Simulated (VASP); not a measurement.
# BaTi2Bi2O with PBEsol: from relaxation to properties, part 4 of 4

Wanted: the relaxed cell of BaTi2Bi2O and its properties. The start is a computed cell from the Materials Project.

VASP 6.6.1; PBEsol, no spin polarisation; plane waves and PAW (Ba_sv, Ti_sv, Bi_d, O).

Still holding for the runs below: This run has no spin polarisation, although Ti can carry a moment.

So far. Step 5 (Band structure (PBEsol)): There is no gap at this level. Step 6 (Total and projected DOS (PBEsol)): The finer mesh and the other smearing move the Fermi level by +0.02 eV from the 7×7×3 run, a small shift, which tests the Fermi level alone. Of the states within 0.3 eV of the Fermi level, the largest shares in the PAW spheres are Ti d 55 % and Bi p 8 %. The rest lies in smaller channels or between the spheres. The relaxed cell has a = 4.057, c = 8.508 Å (conventional setting).

### 7. Electric field gradients (PBEsol)

Field gradients probe how far the charge around each nucleus departs from cubic symmetry; LASPH keeps the non-spherical terms inside the spheres.

The input, INCAR:

```
SYSTEM = BaTi2Bi2O
PREC = Accurate
ENCUT = 520
EDIFF = 1E-07
NELM = 100
ISMEAR = 0
SIGMA = 0.05
LREAL = .FALSE.
ALGO = Normal
GGA = PS
NBANDS = 43
LASPH = .TRUE.
LORBIT = 11
LWAVE = .FALSE.
LCHARG = .FALSE.
KPAR = 4
LEFG = .TRUE.
```

The input, POSCAR:

```
BaTi2Bi2O
1.0
    4.0570174679      0.0000000000      0.0000000000
    0.0000000000      4.0570174679      0.0000000000
    0.0000000000      0.0000000000      8.5078441849
Ba Ti Bi O
1 2 2 1
Direct
    0.5000000000      0.5000000000      0.5000000000
    0.0000000000      0.5000000000      0.0000000000
    0.5000000000      0.0000000000      0.0000000000
    0.0000000000      0.0000000000      0.2485024431
    0.0000000000      0.0000000000      0.7514975569
    0.5000000000      0.5000000000      0.0000000000
```

The input, KPOINTS:

```
Automatic mesh
0
Gamma
7 7 3
0 0 0
```

The projector-augmented-wave data sets are Ba_sv, Ti_sv, Bi_d and O (PBE family, release 64).

Command:

```bash
$ mpirun -np 4 vasp_std
```

What it wrote:

```text
[... set-up lines as in an earlier step ...]
 entering main loop
       N       E                     dE             d eps       ncg     rms          rms(c)
[... 14 cycles as in an earlier step ...]
DAV:  15    -0.403889409139E+02   -0.38624E-06   -0.10528E-05  2608   0.216E-02    0.477E-03
DAV:  16    -0.403889404362E+02    0.47778E-06   -0.23075E-06  2224   0.789E-03    0.137E-03
DAV:  17    -0.403889403867E+02    0.49509E-07   -0.20656E-07  1520   0.274E-03
ion   1
     0.0000000    -0.0000000     0.0000000     0.2988521     0.0000000     0.0000000
     0.0000600    -0.0000000     0.0000000     0.2988521     0.0000000     0.0000000
     0.0000826    -0.0000000     0.0000000     0.2988521     0.0000000     0.0000000
     0.0001137    -0.0000000     0.0000000     0.2988521     0.0000000     0.0000000
     0.0001566    -0.0000000     0.0000000     0.2988520     0.0000000     0.0000000

     0.0000000    -0.0000000     0.0000000    28.8374437     0.0000000     0.0000000
     0.0000600    -0.0000000     0.0000000    28.8272569     0.0000000     0.0000000
     0.0000826    -0.0000000     0.0000000    28.8219122     0.0000000     0.0000000
     0.0001137    -0.0000000     0.0000000    28.8134522     0.0000000     0.0000000
     0.0001566    -0.0000000     0.0000000    28.8001159     0.0000000     0.0000000

ion   2
     0.0000000     0.0000000     0.0000000    -9.3049517    -0.0000000    -6.9280727
     0.0000422     0.0000000     0.0000000    -9.3049516    -0.0000000    -6.9280726
     0.0000581     0.0000000     0.0000000    -9.3049516    -0.0000000    -6.9280726
     0.0000800     0.0000000     0.0000000    -9.3049515    -0.0000000    -6.9280725
     0.0001102     0.0000000     0.0000000    -9.3049513    -0.0000000    -6.9280724

     0.0000000     0.0000000     0.0000000   -56.6700849    -0.0000000    14.8846900
     0.0000422     0.0000000     0.0000000   -56.6697663    -0.0000000    14.8842324
     0.0000581     0.0000000     0.0000000   -56.6695797    -0.0000000    14.8839583
     0.0000800     0.0000000     0.0000000   -56.6692731    -0.0000000    14.8835042
     0.0001102     0.0000000     0.0000000   -56.6687726    -0.0000000    14.8827565

ion   3
     0.0000000    -0.0000000    -0.0000000    -9.3049517    -0.0000000     6.9280727
     0.0000422    -0.0000000    -0.0000000    -9.3049516    -0.0000000     6.9280726
     0.0000581    -0.0000000    -0.0000000    -9.3049516    -0.0000000     6.9280726
     0.0000800    -0.0000000    -0.0000000    -9.3049515    -0.0000000     6.9280725
     0.0001102    -0.0000000    -0.0000000    -9.3049513    -0.0000000     6.9280724

     0.0000000     0.0000000    -0.0000000   -56.6700849    -0.0000000   -14.8846900
     0.0000422     0.0000000    -0.0000000   -56.6697663    -0.0000000   -14.8842324
     0.0000581     0.0000000    -0.0000000   -56.6695797    -0.0000000   -14.8839583
     0.0000800     0.0000000    -0.0000000   -56.6692731    -0.0000000   -14.8835042
     0.0001102     0.0000000    -0.0000000   -56.6687726    -0.0000000   -14.8827565

ion   4
     0.0000000     0.0000000     0.0000000    -0.9677460     0.0000000     0.0000000
     0.0000690     0.0000000     0.0000000    -0.9677460     0.0000000     0.0000000
     0.0000950     0.0000000     0.0000000    -0.9677459     0.0000000     0.0000000
     0.0001308     0.0000000     0.0000000    -0.9677459     0.0000000     0.0000000
     0.0001801     0.0000000     0.0000000    -0.9677458     0.0000000     0.0000000

     0.0000000     0.0000000    -0.0000000   128.0975139    -0.0000000    -0.0000000
     0.0000690     0.0000000    -0.0000000   127.8310183    -0.0000000    -0.0000000
     0.0000950     0.0000000    -0.0000000   127.7061118    -0.0000000    -0.0000000
     0.0001308     0.0000000    -0.0000000   127.5170514    -0.0000000    -0.0000000
     0.0001801     0.0000000    -0.0000000   127.2321423    -0.0000000    -0.0000000

ion   5
     0.0000000     0.0000000     0.0000000    -0.9677460     0.0000000    -0.0000000
     0.0000690     0.0000000     0.0000000    -0.9677460     0.0000000    -0.0000000
     0.0000950     0.0000000     0.0000000    -0.9677459     0.0000000    -0.0000000
     0.0001308     0.0000000     0.0000000    -0.9677459     0.0000000    -0.0000000
     0.0001801     0.0000000     0.0000000    -0.9677458     0.0000000    -0.0000000

     0.0000000     0.0000000    -0.0000000   128.0975139    -0.0000000    -0.0000000
     0.0000690     0.0000000    -0.0000000   127.8310183    -0.0000000    -0.0000000
     0.0000950     0.0000000    -0.0000000   127.7061118    -0.0000000    -0.0000000
     0.0001308     0.0000000    -0.0000000   127.5170514    -0.0000000    -0.0000000
     0.0001801     0.0000000    -0.0000000   127.2321423    -0.0000000    -0.0000000

ion   6
     0.0000000    -0.0000000     0.0000000    -0.4522908     0.0000000     0.0000000
     0.0000293    -0.0000000     0.0000000    -0.4522908     0.0000000     0.0000000
     0.0000403    -0.0000000     0.0000000    -0.4522908     0.0000000     0.0000000
     0.0000555    -0.0000000     0.0000000    -0.4522908     0.0000000     0.0000000
     0.0000765    -0.0000000     0.0000000    -0.4522909     0.0000000     0.0000000

     0.0000000    -0.0000000     0.0000000     4.1008757     0.0000000     0.0000000
     0.0000293    -0.0000000     0.0000000     4.1008740     0.0000000     0.0000000
     0.0000403    -0.0000000     0.0000000     4.1008728     0.0000000     0.0000000
     0.0000555    -0.0000000     0.0000000     4.1008708     0.0000000     0.0000000
     0.0000765    -0.0000000     0.0000000     4.1008675     0.0000000     0.0000000

   1 F= -.40388940E+02 E0= -.40386593E+02  d E =-.469506E-02
```

It took 36 s on 4 MPI ranks of Intel Xeon Platinum 8124M at 3.00GHz (Skylake/Cascade Lake), shared host; peak memory 1.2 GiB.

OUTCAR, selected parts (step 7):

```text
   NELECT =      70.0000    total number of electrons

 E-fermi :   6.9206

 k-point     1 :       0.0000    0.0000    0.0000
  band No.  band energies     occupation
    ...
     31       5.0346      2.00000
     32       5.3783      2.00000
     33       5.6141      2.00000
     34       6.6137      2.00000
     35       6.8384      1.97990
     36       7.2687      0.00000
     37       7.2687      0.00000
     38       7.7692      0.00000
     39       8.1048      0.00000
     40       8.1048      0.00000
    ...

  Total       -0.0101187     -0.0101187     -0.0185061      0.0000000      0.0000000      0.0000000
  in kB       -0.1157715     -0.1157715     -0.2117344      0.0000000      0.0000000      0.0000000
  external PRESSURE =      -0.1477591 kB  Pullay stress =       0.0000000 kB

 POSITION                                       TOTAL-FORCE (eV/Angst)
 -----------------------------------------------------------------------------------
      2.02851      2.02851      4.25392        -0.000000      0.000000      0.000000
      0.00000      2.02851      0.00000        -0.000000      0.000000      0.000000
      2.02851      0.00000      0.00000        -0.000000      0.000000      0.000000
      0.00000      0.00000      2.11422        -0.000000      0.000000      0.000422
      0.00000      0.00000      6.39362         0.000000     -0.000000     -0.000422
      2.02851      2.02851      0.00000        -0.000000      0.000000      0.000000
 -----------------------------------------------------------------------------------
    total drift:                                0.000000     -0.000000      0.000000

  FREE ENERGIE OF THE ION-ELECTRON SYSTEM (eV)
  ---------------------------------------------------
  free  energy   TOTEN  =       -40.3889403867 eV

  energy  without entropy=      -40.3842453296  energy(sigma->0) =      -40.38659286

 Electric field gradients after diagonalization (V/A^2)
 (convention: |V_zz| > |V_xx| > |V_yy|)
----------------------------------------------------------------------
 ion       V_xx      V_yy      V_zz     asymmetry (V_yy - V_xx)/ V_zz
----------------------------------------------------------------------
   1      18.369    18.369   -36.737       0.000
   2     -49.946   -18.747    68.693       0.454
   3     -49.946   -18.747    68.693       0.454
   4      80.775    80.775  -161.550       0.000
   5      80.775    80.775  -161.550       0.000
   6       4.504     4.504    -9.008       0.000
----------------------------------------------------------------------

[... 8 parts as in an earlier step ...]

[... 9 further parts left out ...]
```

This step gave:

- electronic steps: 17
- bands: 43
- irreducible k points: 20
- free energy (TOTEN): -40.39 eV
- Fermi energy: 6.921 eV
- pressure: -0.01478 GPa

Electric field gradients, by row:

```
atom  Vxx (V/Å²)  Vyy (V/Å²)  Vzz (V/Å²)  asymmetry
 Ba1       18.37       18.37      -36.74          0
 Ti2      -49.95      -18.75       68.69      0.454
 Ti3      -49.95      -18.75       68.69      0.454
 Bi4       80.78       80.78      -161.6          0
 Bi5       80.78       80.78      -161.6          0
  O6       4.504       4.504      -9.008          0
```

The largest gradient, -161.55 V/Å², sits on Bi4 and like sites; times the quadrupole moment of a nucleus that has one, it gives the coupling that NMR and NQR see.

### 8. Independent-particle dielectric function (PBEsol)

LOPTICS sums transitions from filled to empty bands. The mesh is finer than in the run before. NBANDS is raised for it.

The input, INCAR:

```
SYSTEM = BaTi2Bi2O
PREC = Accurate
ENCUT = 520
EDIFF = 1E-06
NELM = 100
ISMEAR = 0
SIGMA = 0.05
LREAL = .FALSE.
ALGO = Normal
GGA = PS
NBANDS = 83
LASPH = .TRUE.
LORBIT = 11
LWAVE = .FALSE.
LCHARG = .FALSE.
KPAR = 4
LOPTICS = .TRUE.
NEDOS = 1500
CSHIFT = 0.1
```

POSCAR is that of step 7.

The input, KPOINTS:

```
Automatic mesh
0
Gamma
10 10 5
0 0 0
```

Command:

```bash
$ mpirun -np 4 vasp_std
```

What it wrote:

```text
[... set-up lines as in an earlier step ...]
 entering main loop
       N       E                     dE             d eps       ncg     rms          rms(c)
DAV:   1     0.931765180403E+03    0.93177E+03   -0.28900E+04 10570   0.991E+02
DAV:   2     0.101620633685E+03   -0.83014E+03   -0.76108E+03 10458   0.335E+02
DAV:   3    -0.334917871248E+02   -0.13511E+03   -0.12964E+03 12207   0.131E+02
DAV:   4    -0.455936347747E+02   -0.12102E+02   -0.11684E+02 16852   0.333E+01
DAV:   5    -0.461355767934E+02   -0.54194E+00   -0.54128E+00 13020   0.625E+00    0.189E+01
DAV:   6    -0.438203555501E+02    0.23152E+01   -0.26973E+01 14697   0.202E+01    0.134E+01
DAV:   7    -0.407970155966E+02    0.30233E+01   -0.13428E+01 12965   0.133E+01    0.688E+00
DAV:   8    -0.404192949301E+02    0.37772E+00   -0.91750E-01 13772   0.369E+00    0.244E+00
DAV:   9    -0.404047038342E+02    0.14591E-01   -0.19980E-01 14078   0.191E+00    0.137E+00
DAV:  10    -0.403851002423E+02    0.19604E-01   -0.52821E-02 12932   0.113E+00    0.519E-01
DAV:  11    -0.403862492046E+02   -0.11490E-02   -0.77486E-03 12220   0.294E-01    0.162E-01
DAV:  12    -0.403859770926E+02    0.27211E-03   -0.10550E-03 12876   0.107E-01    0.459E-02
DAV:  13    -0.403860200274E+02   -0.42935E-04   -0.12554E-04 13484   0.466E-02    0.273E-02
DAV:  14    -0.403860164334E+02    0.35940E-05   -0.32690E-05 12932   0.261E-02    0.768E-03
DAV:  15    -0.403860164728E+02   -0.39432E-07   -0.39517E-06 11716   0.102E-02
   1 F= -.40386016E+02 E0= -.40383709E+02  d E =-.461526E-02
 optical routines
 imaginary and real dielectric function
 recalculating local potential from charge density
 direction            1
 direction            2
 direction            3
```

Run time: 2.8 min. Hardware: 4 MPI ranks; peak memory 5.3 GiB.

Parts of OUTCAR (step 8):

```text
   k-points           NKPTS =     63   k-points in BZ     NKDIM =     63   number of bands    NBANDS=     83

   NELECT =      70.0000    total number of electrons

 E-fermi :   6.9323

 k-point     1 :       0.0000    0.0000    0.0000
  band No.  band energies     occupation
    ...
     31       5.0349      2.00000
     32       5.3704      2.00000
     33       5.6085      2.00000
     34       6.6137      2.00000
     35       6.8341      1.99453
     36       7.2739      0.00000
     37       7.2739      0.00000
     38       7.7662      0.00000
     39       8.1017      0.00000
     40       8.1017      0.00000
    ...

  Total        0.1055652      0.1055652     -0.1843179      0.0000000      0.0000000      0.0000000
  in kB        1.2078081      1.2078081     -2.1088461      0.0000000      0.0000000      0.0000000
  external PRESSURE =       0.1022567 kB  Pullay stress =       0.0000000 kB

 POSITION                                       TOTAL-FORCE (eV/Angst)
 -----------------------------------------------------------------------------------
      2.02851      2.02851      4.25392        -0.000000      0.000000      0.000000
      0.00000      2.02851      0.00000        -0.000000      0.000000      0.000000
      2.02851      0.00000      0.00000        -0.000000      0.000000      0.000000
      0.00000      0.00000      2.11422         0.000000      0.000000      0.007864
      0.00000      0.00000      6.39362        -0.000000      0.000000     -0.007864
      2.02851      2.02851      0.00000        -0.000000      0.000000      0.000000
 -----------------------------------------------------------------------------------
    total drift:                                0.000000     -0.000000      0.000000

  FREE ENERGIE OF THE ION-ELECTRON SYSTEM (eV)
  ---------------------------------------------------
  free  energy   TOTEN  =       -40.3860164728 eV

  energy  without entropy=      -40.3814012130  energy(sigma->0) =      -40.38370884

 plasma frequency squared (from intraband transitions) (eV^2)
  --------------------------------------------------------------------------------------
       5.087       0.000       0.000
       0.000       5.087       0.000
       0.000       0.000       5.493

[... 7 parts as in an earlier step ...]

[... 9 further parts left out ...]
```

These are independent-particle spectra without excitons or local fields, and fine structure depends on the mesh and on CSHIFT. The intraband (Drude) part is not in this spectrum.

Numbers from this step:

```
electronic steps        : 15
bands                   : 83
irreducible k points    : 63
energy at zero smearing : -40.38 eV
Fermi energy            : 6.932 eV
pressure                : 0.01023 GPa
```

The imaginary dielectric function has structure finer than the step of the table below, so its rows give means over 0.5 eV, whole bins alone (the curve runs from 0 to 25.0 eV). Peaks (eV: height): xx 0.13: 112; zz 2.02: 17.0, 3.22: 22.5.

Imaginary dielectric function against photon energy; means over each step:

```
photon energy (eV)     xx     zz
               0.5   54.1   7.35
               1.0   22.9   6.68
               1.5   16.5   8.10
               2.0   15.4   15.6
               2.5   14.3   17.2
               3.0   12.5   21.5
               3.5   10.8   20.0
               4.0   10.5   14.6
               4.5   8.09   9.86
               5.0   5.82   6.03
               5.5   5.04   5.27
               6.0   4.83   3.93
               6.5   4.00   2.69
               7.0   3.63   2.67
               7.5   3.65   2.45
               8.0   2.73   2.04
               8.5   2.83   1.74
               9.0   2.52   1.47
               9.5   2.52   1.22
              10.0   2.05   1.23
              10.5   1.43   1.18
              11.0   1.40   1.04
              11.5   1.59  0.964
              12.0   1.49  0.892
              12.5   1.25  0.881
              13.0  0.988  0.850
              13.5  0.896  0.681
              14.0   1.53  0.661
              14.5   1.35  0.685
              15.0   1.23  0.946
              15.5   1.19   1.48
              16.0   1.18   1.73
              16.5  0.934   1.22
              17.0  0.897   1.23
              17.5  0.981   1.27
              18.0   1.08   1.38
              18.5  0.831  0.945
              19.0  0.625  0.715
              19.5  0.492  0.504
              20.0  0.413  0.470
              20.5  0.447  0.438
              21.0  0.462  0.375
              21.5  0.338  0.317
              22.0  0.308  0.262
              22.5  0.340  0.372
              23.0  0.300  0.377
              23.5  0.273  0.405
              24.0  0.265  0.376
              24.5  0.274  0.386
```

Real dielectric function against photon energy:

```
photon energy (eV)       xx       zz
                 0      209     24.8
                 1     3.59     17.5
                 2     5.84     16.8
                 3    0.857     8.06
                 4   -0.965    -6.88
                 5    -1.76    -4.87
                 6   -0.361    -3.78
                 7   -0.783    -1.69
                 8   -0.756    -1.38
                 9   -0.549    -1.10
                10    -1.00   -0.328
                11   -0.178   -0.112
                12   -0.225   0.0561
                13   -0.113    0.285
                14    0.563    0.565
                15    0.231     1.17
                16  -0.0349    0.523
                17    0.205    0.365
                18  -0.0604  -0.0729
                19  -0.0996   -0.152
                20    0.184    0.124
                21    0.142    0.255
                22    0.335    0.449
                23    0.354    0.515
                24    0.472    0.483
```

### 9. Summary of results

| Quantity | Value |
| --- | --- |
| relaxed volume | 23.34 Å³/atom |
| relaxed conventional cell a, b, c | 4.057, 4.057, 8.508 Å |
| space group after relaxing, within 0.02 Å | P4/mmm (No. 123) |
| band gap | none, a metal |
| DOS at the Fermi level | 3.15 states/eV/cell |
| largest field gradient Vzz | -161.55 V/Å² on Bi4 |

**Reading.** With PBEsol, BaTi2Bi2O relaxes to 23.34 Å³/atom in space group P4/mmm (held by the symmetry of the run) and comes out as a metal. Band structure (PBEsol): Of the bands kept, 3 cross the Fermi level on this path. Spin-orbit coupling is left out, and with elements this heavy it would split and shift bands near the Fermi level. The k-sampling is coarse for a metal, so the Fermi level, pressures and the shape of the cell carry errors. Magnetism was not tested. No search among competing phases was made, and a listed structure need not be the one stable at ambient conditions. All values are for a static lattice at zero temperature.

[Lines on the potential files, build, host, timing and source positions are cut from VASP's logs without a mark.]

[Logs are printed without paths, hosts, clocks, repeated set-up lines and the standing remarks that a program may print on its own settings, such as how far it seeks lower states.]

[Hosts, paths, dates, database ids (printed as entryN), source tags and the programs' standing remarks are cut or masked in the printed files.]

[A measured line is paired with the nearest computed mode of its activity, which favours agreement.]
